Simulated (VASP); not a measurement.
```yaml
crystal:
  lattice:
    - [3.32647, 0.00000, 0.00000]
    - [-1.66323, 2.88081, 0.00000]
    - [0.00000, 0.00000, 5.45620]
  atoms:
    - { symbol: In, position: [0.00000, 0.00000, 0.99712] }
    - { symbol: Ga, position: [0.66667, 0.33333, 0.49592] }
    - { symbol: N, position: [0.66667, 0.33333, 0.14604] }
    - { symbol: N, position: [0.00000, 0.00000, 0.60252] }
```

All values below come from LDA (Ceperley-Alder, Perdew-Zunger), VASP's LDA PAW potentials (set 64) (plane waves; VASP). Run with 520 eV cut-off, 17×17×9 Γ-centred mesh, Gaussian smearing of 0.010 eV, potentials In_d Ga_d N.

Q: Estimate the energy per atom (σ→0).

A: 
```
Item                           Result
---------------------  --------------
energy per atom (σ→0)  -6.503 eV/atom
```

Total energies compare only between runs with the same potentials, cut-off and functional.

The structure comes from a computed database's InGaN2 entry (P3m1); how it stands against other phases isn't given here. It was relaxed first, which changed the volume by -6 %.
